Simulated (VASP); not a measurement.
Output of a VASP run:

**OSZICAR**
```
       N       E                     dE             d eps       ncg     rms          rms(c)
DAV:   1     0.933449728844E+01    0.93345E+01   -0.40090E+03  2160   0.847E+02
DAV:   2    -0.139388578298E+02   -0.23273E+02   -0.22567E+02  2928   0.111E+02
DAV:   3    -0.142323674504E+02   -0.29351E+00   -0.29258E+00  2624   0.152E+01
DAV:   4    -0.142328603617E+02   -0.49291E-03   -0.49765E-03  3088   0.566E-01
DAV:   5    -0.142328606713E+02   -0.30966E-06   -0.32944E-06  2640   0.100E-02    0.538E+00
DAV:   6    -0.127289167426E+02    0.15039E+01   -0.25388E+00  2240   0.887E+00    0.263E+00
DAV:   7    -0.124708720581E+02    0.25804E+00   -0.15391E+00  2408   0.681E+00    0.782E-01
DAV:   8    -0.124691050278E+02    0.17670E-02   -0.12855E-01  2176   0.232E+00    0.442E-01
DAV:   9    -0.124637496405E+02    0.53554E-02   -0.24580E-02  2248   0.957E-01    0.691E-02
DAV:  10    -0.124638789646E+02   -0.12932E-03   -0.97929E-04  3016   0.222E-01    0.252E-02
DAV:  11    -0.124638555356E+02    0.23429E-04   -0.27323E-05  2280   0.534E-02    0.275E-03
DAV:  12    -0.124638677632E+02   -0.12228E-04   -0.20729E-06  2784   0.872E-03    0.916E-04
DAV:  13    -0.124638664198E+02    0.13434E-05   -0.10082E-07  2152   0.338E-03    0.253E-04
DAV:  14    -0.124638656197E+02    0.80010E-06   -0.87867E-09  1296   0.621E-04    0.871E-05
DAV:  15    -0.124638653654E+02    0.25427E-06   -0.12399E-09  1216   0.245E-04    0.100E-05
DAV:  16    -0.124638653406E+02    0.24805E-07   -0.59288E-11  1176   0.736E-05
   1 F= -.12463865E+02 E0= -.12463865E+02  d E =0.000000E+00
```

### OUTCAR
```
------------------------ aborting loop because EDIFF is reached ----------------------------------------
  FORCE on cell =-STRESS in cart. coord.  units (eV):
  Direction    XX          YY          ZZ          XY          YZ          ZX
  --------------------------------------------------------------------------------------
  Total       -0.2149678     -0.2149678      0.3626440      0.0000000      0.0000000      0.0000000
  in kB      -12.0460095    -12.0460050     20.3212420      0.0000000      0.0000000      0.0000000
  external PRESSURE =      -1.2569242 kB  Pullay stress =       0.0000000 kB
  volume of cell :       28.59
      direct lattice vectors                 reciprocal lattice vectors
     1.539541927 -2.666564346  0.000000000     0.324771928 -0.187507195  0.000000000
     1.539541927  2.666564346  0.000000000     0.324771928  0.187507195  0.000000000
     0.000000000  0.000000000  3.482308765     0.000000000  0.000000000  0.287165805
 POSITION                                       TOTAL-FORCE (eV/Angst)
 -----------------------------------------------------------------------------------
      0.00000      0.00000      0.00000        -0.000000      0.000000      0.000000
      1.53954      0.88886      1.74115         0.000000      0.000000      0.000000
      1.53954     -0.88886      1.74115         0.000000     -0.000000      0.000000
 -----------------------------------------------------------------------------------
    total drift:                                0.000000     -0.000000      0.000000
  FREE ENERGIE OF THE ION-ELECTRON SYSTEM (eV)
  ---------------------------------------------------
  free  energy   TOTEN  =       -12.4638653406 eV

  energy  without entropy=      -12.4638653406  energy(sigma->0) =      -12.46386534

 total charge

# of ion       s       p       d       tot
------------------------------------------
    1        0.159   0.179   0.059   0.397
    2        0.688   1.253   0.000   1.941
    3        0.688   1.253   0.000   1.941
--------------------------------------------------
tot          1.534   2.685   0.059   4.278

 Electric field gradients after diagonalization (V/A^2)
 (convention: |V_zz| > |V_xx| > |V_yy|)
----------------------------------------------------------------------
 ion       V_xx      V_yy      V_zz     asymmetry (V_yy - V_xx)/ V_zz
----------------------------------------------------------------------
   1       0.135     0.135    -0.271       0.000
   2     -10.422   -10.422    20.844       0.000
   3     -10.422   -10.422    20.844       0.000
```
(Selected blocks of OUTCAR.)

POSCAR:
```
MgB2
1
    1.5395419270    -2.6665643456    -0.0000000000
    1.5395419270     2.6665643456    -0.0000000000
   -0.0000000000    -0.0000000000     3.4823087648
Mg B
1 2
Direct
  0.0000000000   0.0000000000   0.0000000000
  0.3333330000   0.6666670000   0.5000000000
  0.6666670000   0.3333330000   0.5000000000
```

### Question
Reconstruct the remaining input files.

### Answer
Several could match; the one computed here: the input of the run itself, optB88-vdW, plane waves, VASP's PBE PAW potentials (set 64).

### INCAR
```
SYSTEM = MgB2
PREC = Accurate
ENCUT = 520
EDIFF = 1E-7
NELM = 100
ALGO = Normal
LREAL = .FALSE.
LASPH = .TRUE.
ISMEAR = -5
GGA = BO
PARAM1 = 0.1833333333
PARAM2 = 0.22
LUSE_VDW = .TRUE.
AGGAC = 0.0
LWAVE = .FALSE.
LCHARG = .TRUE.
LORBIT = 11
NEDOS = 601
ISIF = 2
LEFG = .TRUE.
```

File KPOINTS:
```
K-points
0
gamma
13 13 10
0 0 0
```

POTCAR, in this order: Mg B (PBE.64 set). Program: vasp_std.

For a metal the tetrahedron method with Blöchl corrections gives inexact stress and forces.

The compound is MgB2 in the AlB2 type structure. It was relaxed first.
